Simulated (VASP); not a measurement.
An input for Ansatz (written as the equivalent of a VASP run, and not itself run):

Ansatz 0.2 input:
```yaml
crystal:
  lattice:
    - [3.2727890, 0.0000000, 0.0000000]
    - [-1.6363950, 2.8343180, 0.0000000]
    - [0.0000000, 0.0000000, 21.9989000]
  atoms:
    - { symbol: Sc, position: [0.3333330, 0.6666670, 0.3181980] }
    - { symbol: Sc, position: [0.6666670, 0.3333330, 0.4393990] }
    - { symbol: Sc, position: [0.3333330, 0.6666670, 0.5606010] }
    - { symbol: Sc, position: [0.6666670, 0.3333330, 0.6818020] }
kpoints:
  mp_grid: { grid: [12, 12, 1] }
hamiltonian:
  xc: lda
  pseudopotentials: { kind: paw }
scf:
  occupations: { method: fermi_dirac, width: 0.1 }
  max_iter: 100
output: { forces: true, stress: true, eigenvalues: true }
```

**Question.** Write the VASP files for the same calculation (LDA).

**Answer.** One answer among several that fit: 
**KPOINTS**
```
Automatic mesh
0
Gamma
12 12 1
0 0 0
```

POSCAR:
```
Sc
1
    3.2727890000     0.0000000000     0.0000000000
   -1.6363950000     2.8343180000     0.0000000000
    0.0000000000     0.0000000000    21.9989000000
Sc
4
Direct
  0.3333330000   0.6666670000   0.3181980000
  0.6666670000   0.3333330000   0.4393990000
  0.3333330000   0.6666670000   0.5606010000
  0.6666670000   0.3333330000   0.6818020000
```

**INCAR**
```
! general
SYSTEM   =  Sc
PREC     =  Accurate
ENCUT    =  300   ! plane-wave cut-off (eV)
LREAL    =  .FALSE.   ! projection in real space or not
LASPH    =  .TRUE.   ! aspherical one-centre terms

! electronic loop
EDIFF    =  1E-6
NELM     =  100   ! most electronic steps
ALGO     =  Normal
LMAXMIX  =  4   ! l cut-off of mixed one-centre charges

! smearing
ISMEAR   =  -1   ! Fermi-Dirac
SIGMA    =  0.1   ! width (eV)

! ions
ISIF     =  2   ! forces and stress, cell fixed

! output
LWAVE    =  .FALSE.
LCHARG   =  .FALSE.
```

POTCAR, in this order: Sc_sv (LDA.64 set). Program: vasp_std.

Limits of the translation: each code has its own PAW files, so the cut-off isn't converted (ENCUT is set for VASP's; basis.ecutwfc is left out, and Ansatz then takes the one that its files recommend); Ansatz stops its SCF on the density residual and VASP on the energy change (EDIFF); Ansatz's lda is the Perdew-Wang form, while the LDA potentials of VASP carry Perdew-Zunger's.

The cell is a sheet with vacuum, built from a database entry that may be metastable or hypothetical.
